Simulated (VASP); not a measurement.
The input files of a VASP run:

File POSCAR:
```
HfN
1
    0.0000000000     2.2600000000     2.2600000000
    2.2600000000     0.0000000000     2.2600000000
    2.2600000000     2.2600000000     0.0000000000
Hf N
1 1
Direct
  0.0000000000   0.0000000000   0.0000000000
  0.5000000000   0.5000000000   0.5000000000
```

**INCAR**
```
SYSTEM = HfN
PREC = Low; ENCUT = 520; LREAL = .FALSE.
LASPH = .TRUE.
EDIFF = 1E-6; NELM = 100; ALGO = Normal
LMAXMIX = 6
ISMEAR = 1; SIGMA = 0.1
GGA = PE
ISIF = 2
LWAVE = .FALSE.; LCHARG = .FALSE.
```

KPOINTS:
```
kpoints
0
gamma
13 13 13
```

POTCAR, in this order: Hf_pv N (PBE.64 set). Program: vasp_std.

Q: Translate this PBE calculation to Ansatz.

A: One equivalent input (not run):
Ansatz 0.2 input:
```yaml
crystal:
  lattice:
    - [0.0000000, 2.2600000, 2.2600000]
    - [2.2600000, 0.0000000, 2.2600000]
    - [2.2600000, 2.2600000, 0.0000000]
  atoms:
    - { symbol: Hf, position: [0.0000000, 0.0000000, 0.0000000] }
    - { symbol: N, position: [0.5000000, 0.5000000, 0.5000000] }
kpoints:
  mp_grid: { grid: [13, 13, 13] }
hamiltonian:
  xc: pbe
  pseudopotentials: { kind: paw }
scf:
  occupations: { method: methfessel_paxton, width: 0.1 }
  max_iter: 100
output: { forces: true, stress: true, eigenvalues: true }
```
The two are equivalent in intent, not identical: each code has its own PAW files, so the cut-off isn't converted (ENCUT is set for VASP's; basis.ecutwfc is left out, and Ansatz then takes the one that its files recommend); Ansatz stops its SCF on the density residual and VASP on the energy change (EDIFF).

The compound is HfN in the rock salt structure. The cell was not relaxed at this level. The run is one of a series of settings (PREC = Low against the base run), some of them coarse on purpose.
